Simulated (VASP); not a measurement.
These are PBE GGA, VASP's PBE PAW potentials (set 64) (plane waves; VASP 6.6.1) values and carry that method's errors.

The input files of a VASP run:

### KPOINTS
```
Automatic mesh
0
Gamma
6 6 2
0 0 0
```

INCAR:
```
ALGO  =  Normal
EDIFF  =  1E-6
ENCUT  =  300
GGA  =  PE
ISIF  =  2
ISMEAR  =  -1
ISPIN  =  2
LASPH  =  .True.
LCHARG  =  .False.
LMAXMIX  =  6
LORBIT  =  11
LREAL  =  .False.
LWAVE  =  .False.
MAGMOM  =  6.0 6.0 6.0 6.0
NELM  =  100
PREC  =  Accurate
SIGMA  =  0.1
SYSTEM  =  Tb
```

File POSCAR:
```
Tb
1
    3.6410980000     0.0000000000     0.0000000000
   -1.8205490000     3.1532830000     0.0000000000
    0.0000000000     0.0000000000    11.7152560000
Tb
4
Direct
  0.0000000000   0.0000000000   0.0000000000
  0.0000000000   0.0000000000   0.5000000000
  0.3333330000   0.6666670000   0.2500000000
  0.6666670000   0.3333330000   0.7500000000
```

POTCAR, in this order: Tb (PBE.64 set). Program: vasp_std.

What VASP printed:

OSZICAR:
```
...
DAV:  12    -0.112148547767E+03    0.26996E+02   -0.37447E+00  5039   0.107E+01    0.176E+02
DAV:  13    -0.603945995354E+02    0.51754E+02   -0.13769E+01  4637   0.231E+01    0.157E+02
DAV:  14    -0.324734461066E+02    0.27921E+02   -0.13005E+01  5660   0.236E+01    0.784E+01
DAV:  15    -0.328518498972E+02   -0.37840E+00   -0.68625E+00  5745   0.693E+00    0.912E+01
DAV:  16    -0.329040856978E+02   -0.52236E-01   -0.38618E-01  5944   0.224E+00    0.923E+01
DAV:  17    -0.320048213569E+02    0.89926E+00   -0.13957E-01  4666   0.271E+00    0.895E+01
DAV:  18    -0.318202329059E+02    0.18459E+00   -0.61888E-02  5566   0.151E+00    0.892E+01
DAV:  19    -0.320316784069E+02   -0.21145E+00   -0.32632E-02  5319   0.102E+00    0.898E+01
DAV:  20    -0.329000888113E+02   -0.86841E+00   -0.13616E+00  4830   0.713E+00    0.888E+01
DAV:  21    -0.326478245137E+02    0.25226E+00   -0.10746E+01  4984   0.116E+01    0.930E+01
DAV:  22    -0.340323510569E+02   -0.13845E+01   -0.60474E-01  4533   0.471E+00    0.931E+01
DAV:  23    -0.318426226807E+02    0.21897E+01   -0.17648E+00  5041   0.831E+00    0.937E+01
DAV:  24    -0.358124548141E+02   -0.39698E+01   -0.73934E+00  4767   0.140E+01    0.112E+02
DAV:  25    -0.358648923685E+02   -0.52438E-01   -0.55505E-01  4892   0.408E+00    0.114E+02
DAV:  26    -0.355860563757E+02    0.27884E+00   -0.32973E+00  5043   0.116E+01    0.122E+02
DAV:  27    -0.360820576875E+02   -0.49600E+00   -0.36902E+00  5090   0.970E+00    0.100E+02
DAV:  28    -0.356722299824E+02    0.40983E+00   -0.32656E+00  4857   0.142E+01    0.798E+01
DAV:  29    -0.282949829179E+02    0.73772E+01   -0.34424E+00  5017   0.187E+01    0.681E+01
DAV:  30     0.746701220946E+01    0.35762E+02   -0.64390E+00  4884   0.303E+01    0.750E+01
DAV:  31     0.969387851167E+01    0.22269E+01   -0.28957E+00  5783   0.831E+00    0.762E+01
DAV:  32     0.847576654587E+01   -0.12181E+01   -0.40806E-01  5508   0.304E+00    0.756E+01
DAV:  33     0.100981869746E+02    0.16224E+01   -0.15181E-01  5389   0.294E+00    0.750E+01
DAV:  34    -0.638271174225E+01   -0.16481E+02   -0.14856E+00  4632   0.635E+00    0.721E+01
DAV:  35    -0.188701388936E+02   -0.12487E+02   -0.27286E+00  5101   0.910E+00    0.641E+01
DAV:  36    -0.336792207875E+02   -0.14809E+02   -0.15551E+01  5056   0.168E+01    0.665E+01
DAV:  37    -0.356960358613E+02   -0.20168E+01   -0.12959E+00  5410   0.728E+00    0.674E+01
DAV:  38    -0.355128401871E+02    0.18320E+00   -0.89847E-01  5273   0.323E+00    0.696E+01
DAV:  39    -0.381465489719E+02   -0.26337E+01   -0.50610E-01  5135   0.426E+00    0.724E+01
DAV:  40    -0.418408023057E+02   -0.36943E+01   -0.29097E-01  4629   0.594E+00    0.732E+01
DAV:  41    -0.456204703707E+02   -0.37797E+01   -0.41052E-01  4883   0.630E+00    0.746E+01
DAV:  42    -0.472483314657E+02   -0.16279E+01   -0.64090E-01  5374   0.911E+00    0.823E+01
DAV:  43    -0.473678008897E+02   -0.11947E+00   -0.36441E-01  5140   0.388E+00    0.788E+01
DAV:  44    -0.474577481769E+02   -0.89947E-01   -0.10861E-01  5420   0.311E+00    0.762E+01
DAV:  45    -0.487924943514E+02   -0.13347E+01   -0.38668E-01  4778   0.521E+00    0.762E+01
DAV:  46    -0.489585139763E+02   -0.16602E+00   -0.13918E-01  5822   0.282E+00    0.766E+01
DAV:  47    -0.451230110752E+02    0.38355E+01   -0.67706E-01  4748   0.123E+01    0.749E+01
DAV:  48    -0.361884254079E+02    0.89346E+01   -0.24125E+00  5253   0.116E+01    0.849E+01
DAV:  49    -0.363522945906E+02   -0.16387E+00   -0.48925E-01  5475   0.266E+00    0.852E+01
DAV:  50    -0.359141006400E+02    0.43819E+00   -0.71204E-02  4904   0.120E+00    0.861E+01
DAV:  51    -0.334852933754E+02    0.24288E+01   -0.14393E+00  4185   0.118E+01    0.836E+01
DAV:  52    -0.353343569223E+02   -0.18491E+01   -0.39950E-01  5299   0.344E+00    0.765E+01
DAV:  53    -0.326678980710E+02    0.26665E+01   -0.43755E-01  4479   0.490E+00    0.827E+01
DAV:  54    -0.287179100032E+02    0.39500E+01   -0.56782E-01  4495   0.420E+00    0.888E+01
DAV:  55    -0.281705596318E+02    0.54735E+00   -0.12631E-01  5258   0.198E+00    0.883E+01
DAV:  56     0.200548474335E+02    0.48225E+02   -0.17656E+01  4739   0.246E+01    0.123E+02
DAV:  57     0.128097775453E+02   -0.72451E+01   -0.28627E+00  5122   0.924E+00    0.123E+02
DAV:  58     0.108615183774E+02   -0.19483E+01   -0.44241E-01  5659   0.348E+00    0.118E+02
DAV:  59     0.128932850489E+02    0.20318E+01   -0.11256E-01  5681   0.307E+00    0.116E+02
DAV:  60     0.103035070630E+02   -0.25898E+01   -0.31626E-01  4959   0.457E+00    0.111E+02
DAV:  61     0.844168218711E+02    0.74113E+02   -0.41210E+01  4415   0.935E+01    0.926E+01
DAV:  62     0.156255892719E+03    0.71839E+02   -0.18576E+01  4605   0.467E+01    0.127E+02
DAV:  63     0.159862693054E+03    0.36068E+01   -0.87655E+00  5749   0.185E+01    0.148E+02
DAV:  64     0.180230546318E+03    0.20368E+02   -0.17384E+00  5556   0.110E+01    0.177E+02
DAV:  65     0.180049438633E+03   -0.18111E+00   -0.17254E+00  5449   0.569E+00    0.244E+02
DAV:  66    -0.354098879568E+02   -0.21546E+03   -0.63907E+01  4877   0.663E+01    0.252E+02
DAV:  67    -0.367001875922E+02   -0.12903E+01   -0.20997E+01  4549   0.179E+01    0.158E+02
DAV:  68    -0.368887001466E+02   -0.18851E+00   -0.40595E+00  5648   0.125E+01    0.101E+02
DAV:  69    -0.356529657379E+02    0.12357E+01   -0.18496E+00  4632   0.170E+01    0.103E+02
DAV:  70    -0.378374341573E+02   -0.21845E+01   -0.29579E+00  4436   0.125E+01    0.867E+01
DAV:  71    -0.474915508994E+02   -0.96541E+01   -0.74996E+00  4652   0.179E+01    0.923E+01
DAV:  72    -0.465473021850E+02    0.94425E+00   -0.11985E+00  4970   0.776E+00    0.836E+01
DAV:  73    -0.509443523535E+02   -0.43971E+01   -0.32110E+00  4680   0.836E+00    0.894E+01
DAV:  74    -0.499157634941E+02    0.10286E+01   -0.42085E-01  5606   0.392E+00    0.868E+01
DAV:  75    -0.469769074372E+02    0.29389E+01   -0.17034E+00  4431   0.756E+00    0.783E+01
DAV:  76    -0.369836302819E+02    0.99933E+01   -0.25682E+01  4600   0.365E+01    0.582E+01
DAV:  77    -0.375843589134E+02   -0.60073E+00   -0.33821E+00  4927   0.159E+01    0.541E+01
DAV:  78    -0.373951904296E+02    0.18917E+00   -0.19440E+00  5234   0.183E+01    0.518E+01
DAV:  79    -0.358518675891E+02    0.15433E+01   -0.36226E+00  4935   0.151E+01    0.517E+01
DAV:  80    -0.348431881105E+02    0.10087E+01   -0.81019E-01  5319   0.537E+00    0.518E+01
DAV:  81    -0.406724277913E+02   -0.58292E+01   -0.58927E+00  4603   0.286E+01    0.599E+01
DAV:  82    -0.422002971198E+02   -0.15279E+01   -0.16504E+00  5493   0.144E+01    0.592E+01
DAV:  83    -0.427901185031E+02   -0.58982E+00   -0.91082E-01  5697   0.119E+01    0.559E+01
DAV:  84    -0.425485722436E+02    0.24155E+00   -0.11140E+00  5339   0.161E+01    0.547E+01
DAV:  85    -0.427432770079E+02   -0.19470E+00   -0.26558E-01  5802   0.354E+00    0.549E+01
DAV:  86    -0.385752764236E+02    0.41680E+01   -0.14885E+00  4663   0.330E+01    0.516E+01
DAV:  87    -0.386625898979E+02   -0.87313E-01   -0.49637E+00  5358   0.133E+01    0.523E+01
DAV:  88    -0.393978912811E+02   -0.73530E+00   -0.29599E+00  5612   0.139E+01    0.531E+01
DAV:  89    -0.395192555188E+02   -0.12136E+00   -0.52943E-01  5643   0.288E+00    0.526E+01
DAV:  90    -0.398150973799E+02   -0.29584E+00   -0.23338E+00  4923   0.688E+00    0.538E+01
DAV:  91    -0.303537143052E+02    0.94614E+01   -0.40799E+01  4414   0.395E+01    0.511E+01
DAV:  92    -0.325573382523E+02   -0.22036E+01   -0.38791E+00  4892   0.896E+00    0.487E+01
DAV:  93    -0.306779468305E+02    0.18794E+01   -0.89286E-01  5155   0.487E+00    0.474E+01
DAV:  94    -0.311153594221E+02   -0.43741E+00   -0.25904E-01  5427   0.308E+00    0.479E+01
DAV:  95    -0.311269538827E+02   -0.11594E-01   -0.55907E-02  5680   0.935E-01    0.480E+01
DAV:  96    -0.324912325908E+02   -0.13643E+01   -0.11859E+00  4423   0.111E+01    0.510E+01
DAV:  97    -0.316252075284E+02    0.86603E+00   -0.90172E-01  4816   0.917E+00    0.518E+01
DAV:  98    -0.340501983302E+02   -0.24250E+01   -0.15065E+00  4765   0.891E+00    0.518E+01
DAV:  99    -0.348566106153E+02   -0.80641E+00   -0.17744E+00  4340   0.728E+00    0.503E+01
DAV: 100    -0.341415279436E+02    0.71508E+00   -0.38666E+00  4547   0.123E+01
   1 F= -.34141528E+02 E0= -.33792397E+02  d E =-.698261E+00  mag=     9.5980
```

OUTCAR:
```
------------------------ aborting loop EDIFF was not reached (unconverged)  ----------------------------
  FORCE on cell =-STRESS in cart. coord.  units (eV):
  Direction    XX          YY          ZZ          XY          YZ          ZX
  --------------------------------------------------------------------------------------
  Total      -29.8148763    -29.8148694    -37.1123592      0.0000000      0.0000000      0.0000000
  in kB     -355.1374680   -355.1373856   -442.0608401      0.0000000      0.0000000      0.0000000
  external PRESSURE =    -384.1118979 kB  Pullay stress =       0.0000000 kB
  volume of cell :      134.51
      direct lattice vectors                 reciprocal lattice vectors
     3.641098000  0.000000000  0.000000000     0.274642429  0.158564899  0.000000000
    -1.820549000  3.153283000  0.000000000     0.000000000  0.317129798  0.000000000
     0.000000000  0.000000000 11.715256000     0.000000000  0.000000000  0.085358783
 POSITION                                       TOTAL-FORCE (eV/Angst)
 -----------------------------------------------------------------------------------
      0.00000      0.00000      0.00000        -0.000000      0.000000      0.000000
      0.00000      0.00000      5.85763        -0.000000      0.000000      0.000000
     -0.00000      2.10219      2.92881         0.000000      0.000000     -0.000000
      1.82055      1.05109      8.78644        -0.000000     -0.000000      0.000000
 -----------------------------------------------------------------------------------
    total drift:                                0.000000     -0.000000      0.000000
  FREE ENERGIE OF THE ION-ELECTRON SYSTEM (eV)
  ---------------------------------------------------
  free  energy   TOTEN  =       -34.1415279436 eV

  energy  without entropy=      -33.4432669008  energy(sigma->0) =      -33.79239742

 total charge

# of ion       s       p       d       f       tot
--------------------------------------------------
    1        2.076   5.583   0.392   8.526  16.577
    2        2.076   5.583   0.392   8.526  16.577
    3        2.080   5.590   0.526   7.734  15.929
    4        2.080   5.590   0.526   7.734  15.929
--------------------------------------------------
tot          8.312  22.345   1.837  32.519  65.013

 magnetization (x)

# of ion       s       p       d       f       tot
--------------------------------------------------
    1       -0.002   0.035   0.038  -5.107  -5.037
    2       -0.002   0.035   0.038  -5.107  -5.037
    3        0.010  -0.012   0.251   6.043   6.293
    4        0.010  -0.012   0.251   6.043   6.293
--------------------------------------------------
tot          0.016   0.045   0.578   1.872   2.511
```
(Selected blocks of OUTCAR.)

stdout:
```
...
DAV:  81    -0.406724277913E+02   -0.58292E+01   -0.58927E+00  4603   0.286E+01    0.599E+01
DAV:  82    -0.422002971198E+02   -0.15279E+01   -0.16504E+00  5493   0.144E+01    0.592E+01
DAV:  83    -0.427901185031E+02   -0.58982E+00   -0.91082E-01  5697   0.119E+01    0.559E+01
DAV:  84    -0.425485722436E+02    0.24155E+00   -0.11140E+00  5339   0.161E+01    0.547E+01
DAV:  85    -0.427432770079E+02   -0.19470E+00   -0.26558E-01  5802   0.354E+00    0.549E+01
DAV:  86    -0.385752764236E+02    0.41680E+01   -0.14885E+00  4663   0.330E+01    0.516E+01
DAV:  87    -0.386625898979E+02   -0.87313E-01   -0.49637E+00  5358   0.133E+01    0.523E+01
DAV:  88    -0.393978912811E+02   -0.73530E+00   -0.29599E+00  5612   0.139E+01    0.531E+01
DAV:  89    -0.395192555188E+02   -0.12136E+00   -0.52943E-01  5643   0.288E+00    0.526E+01
DAV:  90    -0.398150973799E+02   -0.29584E+00   -0.23338E+00  4923   0.688E+00    0.538E+01
DAV:  91    -0.303537143052E+02    0.94614E+01   -0.40799E+01  4414   0.395E+01    0.511E+01
DAV:  92    -0.325573382523E+02   -0.22036E+01   -0.38791E+00  4892   0.896E+00    0.487E+01
DAV:  93    -0.306779468305E+02    0.18794E+01   -0.89286E-01  5155   0.487E+00    0.474E+01
DAV:  94    -0.311153594221E+02   -0.43741E+00   -0.25904E-01  5427   0.308E+00    0.479E+01
DAV:  95    -0.311269538827E+02   -0.11594E-01   -0.55907E-02  5680   0.935E-01    0.480E+01
DAV:  96    -0.324912325908E+02   -0.13643E+01   -0.11859E+00  4423   0.111E+01    0.510E+01
DAV:  97    -0.316252075284E+02    0.86603E+00   -0.90172E-01  4816   0.917E+00    0.518E+01
DAV:  98    -0.340501983302E+02   -0.24250E+01   -0.15065E+00  4765   0.891E+00    0.518E+01
DAV:  99    -0.348566106153E+02   -0.80641E+00   -0.17744E+00  4340   0.728E+00    0.503E+01
DAV: 100    -0.341415279436E+02    0.71508E+00   -0.38666E+00  4547   0.123E+01

 -----------------------------------------------------------------------------
|                                                                             |
|           W    W    AA    RRRRR   N    N  II  N    N   GGGG   !!!           |
|           W    W   A  A   R    R  NN   N  II  NN   N  G    G  !!!           |
|           W    W  A    A  R    R  N N  N  II  N N  N  G       !!!           |
|           W WW W  AAAAAA  RRRRR   N  N N  II  N  N N  G  GGG   !            |
|           WW  WW  A    A  R   R   N   NN  II  N   NN  G    G                |
|           W    W  A    A  R    R  N    N  II  N    N   GGGG   !!!           |
|                                                                             |
|     The electronic self-consistency was not achieved in the given           |
|     number of steps (NELM). The forces and other quantities evaluated       |
|     might not be reliable so examine the results carefully. If you find     |
|     spurious results, we suggest increasing NELM, if you were close to      |
|     convergence or switching to a different ALGO or adjusting the           |
|     density mixing parameters otherwise.                                    |
|                                                                             |
 -----------------------------------------------------------------------------

   1 F= -.34141528E+02 E0= -.33792397E+02  d E =-.698261E+00  mag=     9.5980
```

Convergence was not reached.

At this cut-off the stress carries a Pulay error, which pulls relaxed volumes low.

The structure was generated: Tb was put into an ordered model structure, which need not be its known phase. The cell was not relaxed at this level. The k-mesh is coarse (spacing up to 0.33 per Å, 2π included), so the numbers may not be converged in it. The run is one of a series of settings (KPOINTS 6×6×2 Γ-centred mesh against the base run), some of them coarse on purpose.
